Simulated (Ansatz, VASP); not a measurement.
## Ta2NF2 in two plane-wave programs

Aim: how closely do two programs agree when they are given the same cell, functional and k mesh? Of the first pair: The structure shown is the start of the Ansatz relaxation below; VASP solves that cell, so the two are compared at the walk's first step.

Program: Ansatz 0.2.0. Level of theory: plane waves, with VASP 6.6.1 beside it; single point at PBEsol. Results are calculated unless marked as measured.

### 1. Starting point

The cell holds 15 atoms: 3 N, 6 Ta and 6 F. Cell: a = 5.638 Å, b = 5.638 Å, c = 33.200 Å, α = 90.0°, β = 90.0°, γ = 60.0°. It derives from Ta2NF2. Vacuum lies along c.

### 2. Ansatz: relaxation, PBEsol

Ansatz runs on its default PAW (the set named soft_2) files.

The two programs are compared at the cell with which this relaxation starts, whose forces are those of its first step.

Contents of input.yaml:

```yaml
crystal:
  lattice:
    - [4.882511132, 2.8189191165, 0.0]
    - [0.0, 5.6378382328, 0.0]
    - [0.0, 0.0, 33.2]
  atoms:
    - { symbol: "N", position: [5.302e-07, -5.302e-07, 0.2915664166] }
    - { symbol: "N", position: [0.3333333333, 0.3333333333, 0.3012046678] }
    - { symbol: "N", position: [0.6666661364, 0.6666671969, 0.3108433735] }
    - { symbol: Ta, position: [1.0084209179, 0.3164900076, 0.3310790138] }
    - { symbol: Ta, position: [0.3164900076, 0.6750881039, 0.3310790071] }
    - { symbol: Ta, position: [0.67508938, 1.0084212775, 0.3310790105] }
    - { symbol: Ta, position: [0.3501766591, 0.9915790821, 0.2713306314] }
    - { symbol: Ta, position: [0.6582452294, 0.3501766591, 0.2713306248] }
    - { symbol: Ta, position: [0.9915787225, 0.6582439533, 0.2713306281] }
    - { symbol: F, position: [0.3534765716, 0.9899284787, 0.3707334297] }
    - { symbol: F, position: [0.6565945242, 0.3534765717, 0.3707337102] }
    - { symbol: F, position: [0.9899296348, 0.6565945843, 0.3707335699] }
    - { symbol: F, position: [1.0100715213, 0.313190095, 0.2316759284] }
    - { symbol: F, position: [0.313190095, 0.6767388091, 0.2316762089] }
    - { symbol: F, position: [0.676738749, 1.0100703652, 0.2316760686] }
  periodic: [true, true, false]
kpoints:
  mp_grid: { grid: [9, 9, 1] }
hamiltonian:
  xc: pbesol
scf:
  occupations: { method: methfessel_paxton, width: 0.15 }
output:
  forces: true
  stress: true
  eigenvalues: true
  write_density: true
  write_potential: true
  elf: true
  volumetric_format: npy
relax:
  adjacent_minimum: "off"
  f_tol: 0.002
  max_steps: 120
  cell: { stress_2d_tol: 0.005 }
```

Launch:

```sh
$ ansatz run input.yaml --threads 8 --pin off --max-ram 14336MiB --backend cpu --events-out ev --progress --plain --runs-dir out
```

Numbers of over 12 decimals in the logs are rounded to 6 here.

The log of the run:

```text
Warning: the atoms were moved onto the symmetric positions of the space group found under crystal.symmetry.tolerance 1.0e-5 (fractional; no operation is sought that the atoms, as they stand in a round, miss by more than twice it, and no atom is moved by as much as it), and the run uses the moved positions. Before a round's move an operation carried an atom to 1.14e-5 Å from where it should land, the largest such dist [...]
Engine: ansatz 0.2.0, aarch64-unknown-linux-gnu
Pseudopotentials: kind: paw
Pseudopotential: N, paw, valence charge 5, recommended cutoff 420 eV (normal), N.paw.azcp
Pseudopotential: Ta, paw, valence charge 13, recommended cutoff 420 eV (normal), Ta.paw.azcp
Pseudopotential: F, paw, valence charge 7, recommended cutoff 420 eV (normal), F.paw.azcp
Functional definition: PBEsol
  exchange = pbesol_x
  correlation = pbesol_c
Crystal: 15 atoms, lattice volume = 913.890 Å³
Basis set: ecut = 420 eV, 17871 PW (Γ), exchange–correlation on 80×80×450 points (8 copies of the dense FFT grid, shifted against one another)
Bands: 83, of which v1, the nominal top of the filled ones, is band 68 counted from 1 (67 counted from 0)
Symmetry: 6 space group operations
Space group: P-3 (ITA 147), of the structure as read, at distance tolerance 9.7e-5 Å
k-points: 15 of 81
Non-local potential: N, projectors of the file, l = 0: 2, l = 1: 2, l = 2: 1
Non-local potential: Ta, projectors of the file, l = 0: 3, l = 1: 2, l = 2: 2, l = 3: 1
Non-local potential: F, projectors of the file, l = 0: 2, l = 1: 2, l = 2: 1
PAW form: soft (Blöchl's): semilocal exchange-correlation on the pseudo side does not see the compensation charge
[...]
SCF converged after 7 iterations
Stability not checked: this state was not tested for a lower state beside it, because cold or Methfessel-Paxton smearing, or corrected tetrahedra, fill the levels in a way that the test cannot read (fill_not_monotonic; see scf.lower_state_search)
Free energy (F): -64785.054763 eV
Harris-Foulkes:  -64785.054763 eV  (|F-HF|=1.02e-10)
Internal energy: -64785.047270 eV  (E = F + TS)
E sigma→0 (E₀):  -64785.052889 eV
Entropy (-TS):   -0.007493 eV (-0.500 meV/atom)
Fermi energy:    -3.766343 eV
--- Per-component energies (eV) ---
  E_band       = -3488.604784
  E_kinetic    = 3846.837553
  E_local      = -411387.122117  (includes V_loc(G=0)·N_el)
  E_nonlocal   = 686.691569
  E_hartree    = 203288.090796
  E_xc         = -1955.942810
  E_vxc        = -2064.218349  (∫ρ·V_xc dr)
  E_paw        = -51167.203230  (= ΣΔE_a)
  E_vpaw       = -1146.988041  (= ΣTr[D̂ρ^β])
  E_aug_tail   = 0.013099  (compensation charges beyond the density's cutoff)
  E_ewald      = 191901.967040
  E_core_change = 1.620831  (= ΣΔE_core)
  E_smearing   = -0.007493  (= −TS)
  E_closure    = -0.000000  (closes the sum)
  Σ components = -64785.054763   (vs F -64785.054763, Δ=0.00e0)
--- Forces (eV/Å), atoms counted from 1 ---
  atom   1  N      0.00000000    -0.00000000     0.00038329
  atom   2  N     -0.00000000    -0.00000000     0.00000000
  atom   3  N      0.00000000     0.00000000    -0.00038329
  atom   4  Ta    -0.00019663     0.00142389    -0.00009977
  atom   5  Ta     0.00133144    -0.00054166    -0.00009977
  atom   6  Ta    -0.00113481    -0.00088223    -0.00009977
  atom   7  Ta    -0.00133144     0.00054166     0.00009977
  atom   8  Ta     0.00019663    -0.00142389     0.00009977
  atom   9  Ta     0.00113481     0.00088223     0.00009977
  atom  10  F     -0.00043410     0.00003000     0.00047855
  atom  11  F      0.00019107    -0.00039094     0.00047855
  atom  12  F      0.00024303     0.00036094     0.00047855
  atom  13  F     -0.00019107     0.00039094    -0.00047855
  atom  14  F      0.00043410    -0.00003000    -0.00047855
  atom  15  F     -0.00024303    -0.00036094    -0.00047855
  max |Σ_I F_I| component: 9.92e-18 eV/Å
--- 2D stress c σ (N/m, compression-positive) ---
       -0.004770       0.000000      -0.000000
       -0.000000      -0.004770      -0.000000
       -0.000000       0.000000      -0.000000
  P = ½ c Tr σ = -0.0048 N/m
--- Band table (eV; the first three rows and the last of 15) ---
  k-point 0: bands = [... 64 lower, -5.5129, -5.3460, -5.0632, -5.0632, -4.5955, -3.9919, -3.5081, -2.3044, ... 11 higher]
  k-point 1: bands = [... 64 lower, -5.5490, -5.1146, -4.8049, -4.6936, -4.4319, -3.7098, -3.3712, -2.5153, ... 11 higher]
  k-point 2: bands = [... 64 lower, -5.4690, -4.8592, -4.4370, -4.3277, -3.7410, -3.1419, -3.0452, -2.8514, ... 11 higher]
  k-point 14: bands = [... 64 lower, -5.0555, -4.5164, -3.7777, -3.7777, -3.4613, -2.8838, -2.8838, -2.3254, ... 11 higher]
  ° read free of the cell's end (the report's vacuum.weakly_bound_levels)
--- Relaxed structure (12 steps of the walk, 11 accepted, 2 SCFs on fresh bases) ---
  F+E_penalty+E_count = -64785.05476257 eV   max|allowed force component| = 1.424e-3 eV/Å   (the final SCF, on the basis selected at the relaxed cell)
  cell:  # Å, volume = 869.8820 Å³
    - [4.763503, 2.750210, 0]
    - [-5.6327771671147576e-11, 5.500420, 0]
    - [0, 0, 33.2]
  atoms:
    - { symbol: N, position: [6.20665534464023e-17, 2.567411990582977e-17, 0.287405] }
    - { symbol: N, position: [0.333333, 0.333333, 0.301205] }
    - { symbol: N, position: [0.666667, 0.666667, 0.315005] }
    - { symbol: Ta, position: [1.016832, 0.296472, 0.333301] }
    - { symbol: Ta, position: [0.296472, 0.686696, 0.333301] }
    - { symbol: Ta, position: [0.686696, 1.016832, 0.333301] }
    - { symbol: Ta, position: [0.370195, 0.979971, 0.269109] }
    - { symbol: Ta, position: [0.649835, 0.370195, 0.269109] }
    - { symbol: Ta, position: [0.979971, 0.649835, 0.269109] }
    - { symbol: F, position: [0.366170, 1.021423, 0.373352] }
    - { symbol: F, position: [0.612407, 0.366170, 0.373352] }
    - { symbol: F, position: [1.021423, 0.612407, 0.373352] }
    - { symbol: F, position: [1.054260, 0.300497, 0.229057] }
    - { symbol: F, position: [0.300497, 0.645244, 0.229057] }
    - { symbol: F, position: [0.645244, 1.054260, 0.229057] }
```

### 3. VASP: single point, PBEsol, start cell, pair 1

The same cell, functional, mesh and smearing now go to VASP, with its own data sets.

Lines of VASP's logs that name or quote its potential files are left out, and so is its time.

Contents of INCAR:

```
SYSTEM = Ta2NF2
PREC = Accurate
ENCUT = 520
EDIFF = 1E-06
NELM = 120
ISMEAR = 1
SIGMA = 0.15
LREAL = .FALSE.
ALGO = Normal
GGA = PS
NBANDS = 76
LASPH = .TRUE.
LORBIT = 11
LWAVE = .FALSE.
LCHARG = .FALSE.
ISIF = 2
LDIPOL = .TRUE.
IDIPOL = 3
DIPOL = 0.5 0.5 0.301
LVHAR = .TRUE.
GGA_COMPAT = .FALSE.
NELMDL = -8
KPAR = 4
```

Contents of POSCAR:

```
Ta2NF2
1.0
    4.8825110000      2.8189190000      0.0000000000
    0.0000000000      5.6378380000      0.0000000000
    0.0000000000      0.0000000000     33.2000000000
N Ta F
3 6 6
Direct
    0.9999999659      0.9999999659      0.2915663554
    0.3333332992      0.3333332992      0.3012048192
    0.6666666325      0.6666666325      0.3108432831
    0.0084217729      0.3164897193      0.3310790060
    0.3164897193      0.6750884054      0.3310790060
    0.6750884054      0.0084217729      0.3310790060
    0.3501768791      0.9915781930      0.2713306325
    0.6582448255      0.3501768791      0.2713306325
    0.9915781930      0.6582448255      0.2713306325
    0.3534763101      0.9899284371      0.3707335843
    0.6565951504      0.3534763101      0.3707335843
    0.9899284371      0.6565951504      0.3707335843
    0.0100714480      0.3131902883      0.2316760542
    0.3131902883      0.6767381613      0.2316760542
    0.6767381613      0.0100714480      0.2316760542
```

Contents of KPOINTS:

```
Automatic mesh
0
Gamma
9 9 1
0 0 0
```

Potentials, in the order of the species: N, Ta_pv and F (PBE family, release 64).

Launch:

```sh
$ mpirun -np 4 vasp_std
```

The log of the run:

```text
[banner, memory and clock lines left out]
running    4 mpi-ranks, on    1 nodes
 distrk:  each k-point on    1 cores,    4 groups
 distr:  one band on    1 cores,    1 groups

 POSCAR found type information on POSCAR N TaF
 POSCAR found :  3 types and      15 ions
|                                                                             |
|               ----> ADVICE to this user running VASP <----                  |
|                                                                             |
|     You enforced a specific xc type in the INCAR file but a different       |
|     [... a line on the potential file left out ...]
|     I HOPE YOU KNOW WHAT YOU ARE DOING!                                     |
|                                                                             |

 LDA part: xc-table for (Slater+PW92), standard interpolation
 POSCAR, INCAR and KPOINTS ok, starting setup
 FFT: planning ... GRIDC
 FFT: planning ... GRID_SOFT
 FFT: planning ... GRID
 WAVECAR not read
 entering main loop
       N       E                     dE             d eps       ncg     rms          rms(c)
DAV:   1     0.119134478582E+04    0.11913E+04   -0.60313E+04  2872   0.129E+03
DAV:   2     0.286436655160E+01   -0.11885E+04   -0.11593E+04  3168   0.331E+02
DAV:   3    -0.146412795087E+03   -0.14928E+03   -0.14754E+03  2664   0.118E+02
DAV:   4    -0.151508864589E+03   -0.50961E+01   -0.50329E+01  2760   0.231E+01
DAV:   5    -0.151681151816E+03   -0.17229E+00   -0.17134E+00  2864   0.380E+00
DAV:   6    -0.151687216570E+03   -0.60648E-02   -0.60503E-02  2800   0.720E-01
DAV:   7    -0.151687516649E+03   -0.30008E-03   -0.29977E-03  2864   0.143E-01
DAV:   8    -0.151687533504E+03   -0.16855E-04   -0.16841E-04  2672   0.322E-02    0.547E+01
DAV:   9    -0.137484596173E+03    0.14203E+02   -0.78656E+01  2792   0.324E+01    0.250E+01
DAV:  10    -0.136955393823E+03    0.52920E+00   -0.64361E+00  2712   0.101E+01    0.996E+00
DAV:  11    -0.136831336672E+03    0.12406E+00   -0.67265E-01  2848   0.361E+00    0.113E+00
DAV:  12    -0.136811121276E+03    0.20215E-01   -0.77457E-02  3112   0.131E+00    0.536E-01
DAV:  13    -0.136807830677E+03    0.32906E-02   -0.31410E-02  2936   0.718E-01    0.248E-01
DAV:  14    -0.136806315244E+03    0.15154E-02   -0.80157E-03  3008   0.352E-01    0.109E-01
[...]
DAV:  21    -0.136808543637E+03   -0.19477E-03   -0.14772E-05  2400   0.110E-02    0.412E-03
DAV:  22    -0.136808716028E+03   -0.17239E-03   -0.40946E-06  2024   0.524E-03    0.260E-03
DAV:  23    -0.136808799579E+03   -0.83551E-04   -0.40668E-06  1896   0.361E-03    0.107E-03
DAV:  24    -0.136808845258E+03   -0.45679E-04   -0.19802E-06  1864   0.269E-03    0.658E-04
DAV:  25    -0.136808860739E+03   -0.15481E-04   -0.75245E-07  1824   0.154E-03    0.439E-04
DAV:  26    -0.136808868608E+03   -0.78693E-05   -0.33488E-07  1824   0.929E-04    0.206E-04
DAV:  27    -0.136808871034E+03   -0.24262E-05   -0.10273E-07  1832   0.574E-04    0.855E-05
DAV:  28    -0.136808871961E+03   -0.92629E-06   -0.30661E-08  1688   0.353E-04
   1 F= -.13680887E+03 E0= -.13680970E+03  d E =0.247769E-02
```

OUTCAR, selected parts (step 3):

```text
ion  position               nearest neighbor table
   1  1.000  1.000  0.292-   9 2.06   8 2.06   7 2.06   4 2.23   5 2.23   6 2.23
   2  0.333  0.333  0.301-   7 2.13   5 2.13   8 2.13   4 2.13   9 2.13   6 2.13
   3  0.667  0.667  0.311-   6 2.06   4 2.06   5 2.06   8 2.23   7 2.23   9 2.23
   4  0.008  0.316  0.331-   3 2.06   2 2.13   1 2.23  12 2.28  11 2.30  10 2.31   9 2.73   7 2.73
                             8 2.74   5 3.13   6 3.13   5 3.26   6 3.26   6 3.38   5 3.38
   5  0.316  0.675  0.331-   3 2.06   2 2.13   1 2.23  11 2.28  10 2.30  12 2.31   9 2.73   8 2.73
                             7 2.74   4 3.13   6 3.13   4 3.26   6 3.26   6 3.38   4 3.38
   6  0.675  0.008  0.331-   3 2.06   2 2.13   1 2.23  10 2.28  12 2.30  11 2.31   8 2.73   7 2.73
                             9 2.74   4 3.13   5 3.13   5 3.26   4 3.26   4 3.38   5 3.38
   7  0.350  0.992  0.271-   1 2.06   2 2.13   3 2.23  13 2.28  14 2.30  15 2.31   6 2.73   4 2.73
                             5 2.74   8 3.13   9 3.13   8 3.26   9 3.26   9 3.38   8 3.38
   8  0.658  0.350  0.271-   1 2.06   2 2.13   3 2.23  15 2.28  13 2.30  14 2.31   6 2.73   5 2.73
                             4 2.74   7 3.13   9 3.13   7 3.26   9 3.26   9 3.38   7 3.38
   9  0.992  0.658  0.271-   1 2.06   2 2.13   3 2.23  14 2.28  15 2.30  13 2.31   4 2.73   5 2.73
                             6 2.74   8 3.13   7 3.13   7 3.26   8 3.26   8 3.38   7 3.38
  10  0.353  0.990  0.371-   6 2.28   5 2.30   4 2.31
  11  0.657  0.353  0.371-   5 2.28   4 2.30   6 2.31
  12  0.990  0.657  0.371-   4 2.28   6 2.30   5 2.31
  13  0.010  0.313  0.232-   7 2.28   8 2.30   9 2.31
  14  0.313  0.677  0.232-   9 2.28   7 2.30   8 2.31
  15  0.677  0.010  0.232-   8 2.28   9 2.30   7 2.31

  LATTYP: Found a hexagonal cell.
 ALAT       =     5.6378380000
 C/A-ratio  =     5.8887821892

 Subroutine GETGRP returns: Found  6 space group operations
 (whereof  3 operations were pure point group operations)

The static configuration has the point symmetry C_3 .
 The point group associated with its full space group is S_6 .

 Found     15 irreducible k-points:

   k-points           NKPTS =     15   k-points in BZ     NKDIM =     15   number of bands    NBANDS=     76

   dimension x,y,z NGX =    42 NGY =   42 NGZ =  250
   dimension x,y,z NGXF=    84 NGYF=   84 NGZF=  500

   ENCUT  =  520.0 eV  38.22 Ry    6.18 a.u.  10.48 10.48 61.73*2*pi/ulx,y,z

   NELECT =     123.0000    total number of electrons

 k-points in reciprocal lattice and weights: Automatic mesh
   0.00000000  0.00000000  0.00000000       0.012
   0.11111111  0.00000000  0.00000000       0.074
   0.22222222  0.00000000  0.00000000       0.074
   0.33333333  0.00000000  0.00000000       0.074
   0.44444444  0.00000000  0.00000000       0.074
   0.22222222  0.11111111  0.00000000       0.074
   0.33333333  0.11111111  0.00000000       0.074
   0.22222222 -0.11111111  0.00000000       0.074
   0.44444444  0.11111111  0.00000000       0.074
[...]
0.33333333 -0.22222222  0.00000000       0.074
  -0.33333333  0.33333333  0.00000000       0.025

 dipolmoment           0.000000      0.000000      0.000002 electrons x Angstroem

 average (electrostatic) potential at core
       1 -72.7578       2 -73.0967       3 -72.7578       4 -45.4327       5 -45.4327
       6 -45.4327       7 -45.4327       8 -45.4327       9 -45.4327      10 -83.9280
      11 -83.9280      12 -83.9280      13 -83.9280      14 -83.9280      15 -83.9280

 E-fermi :  -1.7327

 k-point     1 :       0.0000    0.0000    0.0000
  band No.  band energies     occupation
    ...
     60      -3.3700      2.00000
     61      -3.3700      2.00000
     62      -3.2270      2.00000
     63      -2.2086      2.00007
     64      -1.8205      1.82665
     65      -1.1354     -0.00000
     66      -0.0360     -0.00000
     67      -0.0360     -0.00000
     68       0.4996     -0.00000
     69       0.4996     -0.00000
    ...

 k-point     2 :       0.1111    0.0000    0.0000
  band No.  band energies     occupation
    ...
     59      -3.5961      2.00000
     60      -3.0129      2.00000
     61      -2.8628      2.00000
     62      -2.5588      2.00000
     63      -2.0960      2.00326
     64      -1.5915     -0.03583
     65      -1.2185     -0.00001
     66      -0.3073     -0.00000
     67      -0.0462     -0.00000
     68       0.3987     -0.00000
    ...

 k-point     3 :       0.2222    0.0000    0.0000
  band No.  band energies     occupation
    ...
     59      -3.7038      2.00000
     60      -2.5887      2.00000
     61      -2.3300      2.00000
     62      -1.9619      2.05279
     63      -1.7611      1.31413
     64      -1.2484     -0.00005
     65      -1.1015     -0.00000
     66      -0.6123     -0.00000
     67      -0.0579     -0.00000
     68       0.2526     -0.00000
    ...

  Total       -3.0070736     -3.0070736      4.1151491     -0.0000001     -0.0000000      0.0000000
  in kB       -5.2718220     -5.2718219      7.2144337     -0.0000002     -0.0000000      0.0000000
  external PRESSURE =      -1.1097367 kB  Pullay stress =       0.0000000 kB

  energy-cutoff  :      520.00
  volume of cell :      913.89
      direct lattice vectors                 reciprocal lattice vectors
     4.882511000  2.818919000  0.000000000     0.204812647  0.000000000  0.000000000
     0.000000000  5.637838000  0.000000000    -0.102406323  0.177372958  0.000000000
     0.000000000  0.000000000 33.200000000     0.000000000  0.000000000  0.030120482

 POSITION                                       TOTAL-FORCE (eV/Angst)
 -----------------------------------------------------------------------------------
      4.88251      8.45676      9.68000         0.000000      0.000000      0.581599
      1.62750      2.81892     10.00000         0.000000      0.000000     -0.000000
      3.25501      5.63784     10.32000         0.000000      0.000000     -0.581599
      0.04112      1.80806     10.99182        -0.178924     -0.847795      0.927624
      1.54526      4.69820     10.99182        -0.644750      0.578850      0.927624
      3.29613      1.95050     10.99182         0.823673      0.268945      0.927624
      1.70974      6.57748      9.00818         0.644750     -0.578850     -0.927624
      3.21389      3.82978      9.00818         0.178924      0.847795     -0.927624
      4.84139      6.50626      9.00818        -0.823673     -0.268945     -0.927624
      1.72585      6.57748     12.30835        -0.049315      0.222542     -0.047927
      3.20583      3.84373     12.30835        -0.168069     -0.153979     -0.047927
      4.83334      6.49231     12.30835         0.217384     -0.068563     -0.047927
      0.04917      1.79411      7.69164         0.168069      0.153979      0.047927
      1.52916      4.69820      7.69164         0.049315     -0.222542      0.047927
      3.30418      1.96445      7.69164        -0.217384      0.068563      0.047927
 -----------------------------------------------------------------------------------
    total drift:                                0.002223      0.003850     -0.000936

  FREE ENERGIE OF THE ION-ELECTRON SYSTEM (eV)
  ---------------------------------------------------
  free  energy   TOTEN  =      -136.8088719606 eV

  energy  without entropy=     -136.8113496475  energy(sigma->0) =     -136.80969786

 vacuum level on the upper side and lower side of the slab         2.029         2.029

 total charge
# of ion       s       p       d       tot
------------------------------------------
    1        1.233   2.538   0.000   3.771
    2        1.228   2.556   0.000   3.784
    3        1.233   2.538   0.000   3.771
    4        0.270   6.173   2.569   9.012
    5        0.270   6.173   2.569   9.012
    6        0.270   6.173   2.569   9.012
    7        0.270   6.173   2.569   9.012
    8        0.270   6.173   2.569   9.012
    9        0.270   6.173   2.569   9.012
   10        1.736   4.323   0.000   6.059
   11        1.736   4.323   0.000   6.059
   12        1.736   4.323   0.000   6.059
   13        1.736   4.323   0.000   6.059
   14        1.736   4.323   0.000   6.059
   15        1.736   4.323   0.000   6.059
--------------------------------------------------
tot         15.731  70.609  15.416 101.756

[... 3 further parts left out ...]
```

The run ends at a pressure of -0.11 GPa, with forces up to 1.3 eV/Å.

(Part 1 of 2 ends here.)

[Lines on the potential files, build, host, timing and source positions are cut from VASP's logs without a mark.]

[Logs are printed without paths, hosts, clocks, repeated set-up lines and the standing remarks that a program may print on its own settings, such as how far it seeks lower states.]

[Hosts, paths, dates, database ids (printed as entryN), source tags and the programs' standing remarks are cut or masked in the printed files.]
